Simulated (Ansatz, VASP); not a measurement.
# SnSe2: VASP beside Ansatz, part 2 of 2

Aim: how closely do two programs agree when they are given the same cell, functional and k mesh? The cell is taken from a series of runs on this material, whose earlier steps may have relaxed, scaled, displaced or heated it; both programs get it as it stands.

VASP 6.6.1 and Ansatz 0.2.0.

So far: The starting structure; Ansatz: zone-centre phonons, PBE with D3(BJ).

### 3. VASP: zone-centre phonons, PBE with D3(BJ)

Level of this step: PBE with D3(BJ); plane waves and PAW (Sn_d, Se) (VASP).

The same cell, functional and mesh now go to VASP, with its own data sets.

Lines of VASP's logs that name or quote its potential files are left out, and so is its time.

Contents of INCAR:

```
SYSTEM = SnSe2
PREC = Accurate
ENCUT = 500
EDIFF = 1E-08
NELM = 120
ISMEAR = 0
SIGMA = 0.01
LREAL = .FALSE.
ALGO = Normal
GGA = PE
IVDW = 12
NBANDS = 19
LORBIT = 11
LWAVE = .FALSE.
LCHARG = .FALSE.
ISIF = 2
IBRION = 6
NFREE = 2
POTIM = 0.015
NSW = 1
LASPH = .TRUE.
GGA_COMPAT = .FALSE.
EFERMI = MIDGAP
KPAR = 2
```

Contents of POSCAR:

```
SnSe2
1.0
    3.8399354794      0.0000000000      0.0000000000
   -1.9199677397      3.3254816740      0.0000000000
    0.0000000000      0.0000000000      6.0107037578
Sn Se
1 2
Direct
    0.0000000000      0.0000000000      0.0000000000
    0.3333333333      0.6666666667      0.2651013525
    0.6666666667      0.3333333333      0.7348986475
```

Contents of KPOINTS:

```
Automatic mesh
0
Gamma
9 9 6
0 0 0
```

The projector-augmented-wave data sets are Sn_d and Se (PBE family, release 64).

Started as:

```sh
mpirun -np 2 vasp_std
```

Numbers of over 12 decimals in the logs are rounded to 6 here.

What it wrote:

```text
[banner, memory and clock lines left out]
running    2 mpi-ranks, on    1 nodes
 distrk:  each k-point on    1 cores,    2 groups
 distr:  one band on    1 cores,    1 groups

 POSCAR found type information on POSCAR SnSe
 POSCAR found :  2 types and       3 ions
 LDA part: xc-table for (Slater+PW92), standard interpolation
 POSCAR, INCAR and KPOINTS ok, starting setup
 FFT: planning ... GRIDC
 FFT: planning ... GRID_SOFT
 FFT: planning ... GRID
 WAVECAR not read
 entering main loop
       N       E                     dE             d eps       ncg     rms          rms(c)
DAV:   1     0.200687365063E+03    0.20069E+03   -0.11957E+04  2422   0.151E+03
DAV:   2     0.102653171402E+02   -0.19042E+03   -0.18441E+03  2548   0.388E+02
DAV:   3    -0.113087139237E+02   -0.21574E+02   -0.21160E+02  2868   0.115E+02
DAV:   4    -0.120385202455E+02   -0.72981E+00   -0.72821E+00  2782   0.220E+01
DAV:   5    -0.120557914097E+02   -0.17271E-01   -0.17269E-01  3299   0.353E+00    0.490E+00
DAV:   6    -0.118196637982E+02    0.23613E+00   -0.53078E-01  3453   0.760E+00    0.316E+00
DAV:   7    -0.118054371040E+02    0.14227E-01   -0.14620E-01  2658   0.241E+00    0.104E+00
DAV:   8    -0.118056874563E+02   -0.25035E-03   -0.11109E-02  2817   0.988E-01    0.275E-01
DAV:   9    -0.118061798693E+02   -0.49241E-03   -0.15139E-03  2623   0.294E-01    0.831E-02
DAV:  10    -0.118061892568E+02   -0.93874E-05   -0.12422E-04  3031   0.774E-02    0.325E-02
DAV:  11    -0.118062182304E+02   -0.28974E-04   -0.46682E-05  2461   0.393E-02    0.902E-03
DAV:  12    -0.118062181058E+02    0.12463E-06   -0.24635E-06  3158   0.118E-02    0.644E-03
DAV:  13    -0.118062185446E+02   -0.43883E-06   -0.19987E-06  2482   0.764E-03    0.255E-03
DAV:  14    -0.118062186434E+02   -0.98759E-07   -0.39187E-08  2824   0.127E-03    0.127E-03
DAV:  15    -0.118062187030E+02   -0.59629E-07   -0.18509E-08  2078   0.831E-04    0.396E-04
DAV:  16    -0.118062187347E+02   -0.31707E-07   -0.19363E-09  1630   0.273E-04    0.565E-05
DAV:  17    -0.118062187356E+02   -0.86084E-09   -0.26062E-10  1259   0.121E-04
   1 F= -.12897633E+02 E0= -.12897633E+02  d E =-.114846-159
[... from here on, the cycles between the ionic steps are left out ...]
   2 F= -.12897056E+02 E0= -.12897056E+02  d E =-.110444-159
   3 F= -.12897056E+02 E0= -.12897056E+02  d E =-.110587-159
   4 F= -.12895998E+02 E0= -.12895998E+02  d E =-.354716-159
   5 F= -.12895998E+02 E0= -.12895998E+02  d E =-.354575-159
   6 F= -.12897242E+02 E0= -.12897242E+02  d E =-.117520-151
   7 F= -.12897242E+02 E0= -.12897242E+02  d E =-.116070-151
   8 F= -.12896895E+02 E0= -.12896895E+02  d E =-.286560-143
 Finite differences progress:
  Degree of freedom:   4/  4
  Displacement:        1/  2
  Total:               7/  8
 bond charge predicted
       N       E                     dE             d eps       ncg     rms          rms(c)
DAV:   1    -0.118034412047E+02    0.18877E-02   -0.74672E-01  2374   0.359E+00    0.278E-01
DAV:   2    -0.118052570657E+02   -0.18159E-02   -0.25273E-02  2640   0.848E-01    0.595E-02
DAV:   3    -0.118052456610E+02    0.11405E-04   -0.79618E-04  2867   0.164E-01    0.404E-02
DAV:   4    -0.118052268001E+02    0.18861E-04   -0.47449E-05  2776   0.411E-02    0.193E-02
DAV:   5    -0.118052242598E+02    0.25403E-05   -0.23228E-05  2743   0.273E-02    0.768E-03
DAV:   6    -0.118052245178E+02   -0.25804E-06   -0.23092E-06  2882   0.101E-02    0.569E-03
DAV:   7    -0.118052246085E+02   -0.90707E-07   -0.66987E-07  2476   0.435E-03    0.151E-03
DAV:   8    -0.118052247126E+02   -0.10407E-06   -0.10031E-07  2674   0.178E-03    0.341E-04
DAV:   9    -0.118052246719E+02    0.40644E-07   -0.14038E-08  1980   0.726E-04    0.294E-04
DAV:  10    -0.118052246635E+02    0.84119E-08   -0.25144E-09  1334   0.411E-04
   9 F= -.12896483E+02 E0= -.12896483E+02  d E =-.286724-176
 Finite differences progress:
  Degree of freedom:   4/  4
  Displacement:        2/  2
  Total:               8/  8
```

OUTCAR, selected parts (step 3):

```text
ion  position               nearest neighbor table
   1  0.000  0.000  0.000-   2 2.73   3 2.73   2 2.73   3 2.73   3 2.73   2 2.73
   2  0.333  0.667  0.265-   1 2.73   1 2.73   1 2.73
   3  0.667  0.333  0.735-   1 2.73   1 2.73   1 2.73

  LATTYP: Found a hexagonal cell.
 ALAT       =     3.8399354794
 C/A-ratio  =     1.5653137377

 Subroutine GETGRP returns: Found 12 space group operations
 (whereof 12 operations were pure point group operations)

The static configuration has the point symmetry D_3d.

 Found     62 irreducible k-points:

   k-points           NKPTS =     62   k-points in BZ     NKDIM =     62   number of bands    NBANDS=     19

   dimension x,y,z NGX =    28 NGY =   28 NGZ =   48
   dimension x,y,z NGXF=    56 NGYF=   56 NGZF=   96

   ENCUT  =  500.0 eV  36.75 Ry    6.06 a.u.   7.00  7.00 10.96*2*pi/ulx,y,z

   NELECT =      26.0000    total number of electrons

 k-points in reciprocal lattice and weights: Automatic mesh
   0.00000000  0.00000000  0.00000000       0.002
   0.11111111 -0.00000000  0.00000000       0.012
   0.22222222  0.00000000  0.00000000       0.012
   0.33333333  0.00000000  0.00000000       0.012
   0.44444444  0.00000000  0.00000000       0.012
   0.11111111  0.11111111  0.00000000       0.012
   0.22222222  0.11111111  0.00000000       0.025
   0.33333333  0.11111111  0.00000000       0.025
   0.44444444  0.11111111  0.00000000       0.012
[...]
0.33333333  0.22222222  0.50000000       0.025
   0.33333333  0.33333333  0.50000000       0.004

 Edisp (eV)   -1.09157

 average (electrostatic) potential at core
       1-102.5869       2 -53.3178       3 -53.2819

 E-fermi :   4.6000

 k-point     1 :       0.0000    0.0000    0.0000
  band No.  band energies     occupation
    ...
      9       3.6739      2.00000
     10       3.6739      2.00000
     11       3.8618      2.00000
     12       3.8618      2.00000
     13       4.3154      2.00000
     14       5.1294      0.00000
     15       7.3089      0.00000
     16       8.8942      0.00000
     17       8.8942      0.00000
     18      12.5096      0.00000
    ...

 k-point     2 :       0.1111   -0.0000    0.0000
  band No.  band energies     occupation
    ...
      9       2.4110      2.00000
     10       3.1621      2.00000
     11       3.2426      2.00000
     12       4.1336      2.00000
     13       4.4006      2.00000
     14       6.0709      0.00000
     15       7.8799      0.00000
     16       8.5737      0.00000
     17       9.0792      0.00000
     18      12.0428      0.00000
    ...

 k-point     3 :       0.2222    0.0000    0.0000
  band No.  band energies     occupation
    ...
      9       1.0063      2.00000
     10       2.1661      2.00000
     11       2.5323      2.00000
     12       4.1898      2.00000
     13       4.1980      2.00000
     14       6.3301      0.00000
     15       8.0360      0.00000
     16       9.3728      0.00000
     17       9.4971      0.00000
     18      10.8694      0.00000
    ...

 Edisp (eV)   -1.09126

  Total       0.10686     0.10686     0.23375     0.00000     0.00000     0.00000
  in kB       2.23058     2.23058     4.87930     0.00000     0.00000     0.00000
  external pressure =        3.11 kB  Pullay stress =        0.00 kB

  energy-cutoff  :      500.00
  volume of cell :       76.75
      direct lattice vectors                 reciprocal lattice vectors
     3.839935479  0.000000000  0.000000000     0.260421042  0.150354159  0.000000000
    -1.919967740  3.325481674  0.000000000     0.000000000  0.300708318  0.000000000
     0.000000000  0.000000000  6.010703758     0.000000000  0.000000000  0.166369870

 POSITION                                       TOTAL-FORCE (eV/Angst)
 -----------------------------------------------------------------------------------
      0.00000      0.00000      0.00000        -0.000000     -0.000000     -0.109465
     -0.00000      2.21699      1.57845         0.000000     -0.000000      0.140895
      1.91997      1.10849      4.41726        -0.000000      0.000000     -0.031430
 -----------------------------------------------------------------------------------
    total drift:                                0.000000      0.000000     -0.000002

  FREE ENERGIE OF THE ION-ELECTRON SYSTEM (eV)
  ---------------------------------------------------
  free  energy   TOTEN  =       -12.8964830510 eV

  energy  without entropy=      -12.8964830510  energy(sigma->0) =      -12.89648305

 Eigenvectors and eigenvalues of the dynamical matrix
 ----------------------------------------------------

   1 f  =    7.223631 THz    45.387414 2PiTHz  240.954401 cm-1    29.874525 meV
             X         Y         Z           dx          dy          dz
      0.000000  0.000000  0.000000    -0.000000   -0.000000   -0.756002
     -0.000000  2.216988  1.593446    -0.000000   -0.000000    0.462851
      1.919968  1.108494  4.417258     0.000000    0.000000    0.462851

   2 f  =    5.435692 THz    34.153461 2PiTHz  181.315175 cm-1    22.480206 meV
             X         Y         Z           dx          dy          dz
      0.000000  0.000000  0.000000    -0.000000   -0.000000   -0.000000
     -0.000000  2.216988  1.593446    -0.000000   -0.000000    0.707107
      1.919968  1.108494  4.417258     0.000000    0.000000   -0.707107

   3 f  =    4.279272 THz    26.887460 2PiTHz  142.741153 cm-1    17.697639 meV
             X         Y         Z           dx          dy          dz
      0.000000  0.000000  0.000000     0.757109   -0.000002   -0.000000
     -0.000000  2.216988  1.593446    -0.461945    0.000001   -0.000000
      1.919968  1.108494  4.417258    -0.461945    0.000001   -0.000000

   4 f  =    4.279272 THz    26.887460 2PiTHz  142.741153 cm-1    17.697639 meV
             X         Y         Z           dx          dy          dz
      0.000000  0.000000  0.000000     0.000002    0.757109    0.000000
     -0.000000  2.216988  1.593446    -0.000001   -0.461945    0.000000
      1.919968  1.108494  4.417258    -0.000001   -0.461945   -0.000000

   5 f  =    3.696578 THz    23.226286 2PiTHz  123.304578 cm-1    15.287812 meV
             X         Y         Z           dx          dy          dz
      0.000000  0.000000  0.000000    -0.000000   -0.000000   -0.000000
     -0.000000  2.216988  1.593446     0.707107   -0.000002   -0.000000
      1.919968  1.108494  4.417258    -0.707107    0.000002   -0.000000

   6 f  =    3.696578 THz    23.226286 2PiTHz  123.304578 cm-1    15.287812 meV
             X         Y         Z           dx          dy          dz
      0.000000  0.000000  0.000000    -0.000000    0.000000   -0.000000
     -0.000000  2.216988  1.593446    -0.000002   -0.707107   -0.000000
      1.919968  1.108494  4.417258     0.000002    0.707107   -0.000000

   7 f/i=    0.004873 THz     0.030619 2PiTHz    0.162552 cm-1     0.020154 meV
             X         Y         Z           dx          dy          dz
      0.000000  0.000000  0.000000    -0.000000    0.000000   -0.654570
     -0.000000  2.216988  1.593446    -0.000000    0.000000   -0.534574
      1.919968  1.108494  4.417258    -0.000000    0.000000   -0.534574

   8 f/i=    0.010131 THz     0.063654 2PiTHz    0.337927 cm-1     0.041898 meV
             X         Y         Z           dx          dy          dz
      0.000000  0.000000  0.000000     0.650678   -0.058353   -0.000000
     -0.000000  2.216988  1.593446     0.533217   -0.047819   -0.000000
      1.919968  1.108494  4.417258     0.533217   -0.047819   -0.000000

   9 f/i=    0.010131 THz     0.063654 2PiTHz    0.337927 cm-1     0.041898 meV
             X         Y         Z           dx          dy          dz
      0.000000  0.000000  0.000000    -0.058353   -0.650678   -0.000000
     -0.000000  2.216988  1.593446    -0.047819   -0.533217   -0.000000
      1.919968  1.108494  4.417258    -0.047819   -0.533217   -0.000000

 ELASTIC MODULI CONTR FROM IONIC RELAXATION (kBar)
 Direction    XX          YY          ZZ          XY          YZ          ZX
 --------------------------------------------------------------------------------
 XX        -118.4959   -103.2473   -294.1831     -0.0000     42.9442      0.0000
 YY        -103.2473   -118.4959   -294.1831     -0.0000    -42.9442      0.0000
 ZZ        -294.1831   -294.1831   -780.5762     -0.0000     -0.0000      0.0000
 XY          -0.0000     -0.0000     -0.0000     -7.6243      0.0000     42.9442
 YZ          42.9442    -42.9442     -0.0000      0.0000   -241.8849     -0.0000
 ZX           0.0000      0.0000      0.0000     42.9442     -0.0000   -241.8848
 --------------------------------------------------------------------------------

 total charge
# of ion       s       p       d       tot
------------------------------------------
    1        1.065   1.009  10.092  12.167
    2        1.487   2.301   0.028   3.816
    3        1.487   2.301   0.028   3.816
--------------------------------------------------
tot          4.040   5.612  10.148  19.799

[... 3 further parts left out ...]
```

CONTCAR:

```
SnSe2
   1.00000000000000
     3.8399354793999998    0.0000000000000000    0.0000000000000000
    -1.9199677396999999    3.3254816740000002    0.0000000000000000
     0.0000000000000000    0.0000000000000000    6.0107037578000000
  Sn              Se
     1     2
Direct
     0.0000000000000000    0.0000000000000000    0.0000000000000000
     0.3333333332999969    0.6666666667000029    0.2626058044569686
     0.6666666667000030    0.3333333332999970    0.7348986475000032
```

Levels, forces or a CONTCAR printed for this step are those of its last displaced cell, not of the structure at rest.

### 4. Comparison

Known differences besides the potentials themselves: fixed occupations in Ansatz, narrow Gaussian smearing in VASP; the data sets hold 46 valence electrons in Ansatz (on its default PAW (the set named soft_2) files) and 26 in VASP; the cutoff is 420 eV in Ansatz and 500 eV in VASP; Ansatz takes the dispersion share of the force constants at frozen C6 weights, VASP differentiates the full forces; VASP uses finite displacements, Ansatz perturbation theory. Total energies have different zeros and are not compared.

Compared:

| quantity | Ansatz | VASP | difference |
| --- | --- | --- | --- |
| optical mode 1 to 2 (cm⁻¹) | 123.1 | 123.3 | -0.17 % |
| optical mode 3 to 4 (cm⁻¹) | 141.9 | 142.7 | -0.60 % |
| optical mode 5 (cm⁻¹) | 181.1 | 181.3 | -0.14 % |
| optical mode 6 (cm⁻¹) | 240.0 | 241.0 | -0.39 % |

Modes are paired by rising frequency, not by their patterns, so a pair may set unlike modes beside each other; they are those without the splitting of longitudinal modes.

### 5. Summary of results

```json
{
 "r.m.s. difference of the optical zone-centre modes, each program's sorted by frequency (zone-centre phonons, PBE with D3(BJ))": "0.64 cm⁻¹",
 "difference in optical mode 3 to 4 (zone-centre phonons, PBE with D3(BJ))": "-0.6 %"
}
```

**Reading.** The r.m.s. difference of the optical zone-centre modes, each program's sorted by frequency is 0.64 cm⁻¹ (zone-centre phonons, PBE with D3(BJ)). The data sets hold unlike numbers of valence electrons (46 in Ansatz and 26 in VASP), so part of the differences comes from the potentials. Among the rows given in per cent, the largest difference of the zone-centre phonons, PBE with D3(BJ) pair is in optical mode 3 to 4, -0.6 %. Such differences can come from data sets, numerical settings and the points named under the comparisons, not from the functional's error against experiment.

[Lines on the potential files, build, host, timing and source positions are cut from VASP's logs without a mark.]

[Logs are printed without paths, hosts, clocks, repeated set-up lines and the standing remarks that a program may print on its own settings, such as how far it seeks lower states.]

[Hosts, paths, dates, database ids (printed as entryN), source tags and the programs' standing remarks are cut or masked in the printed files.]
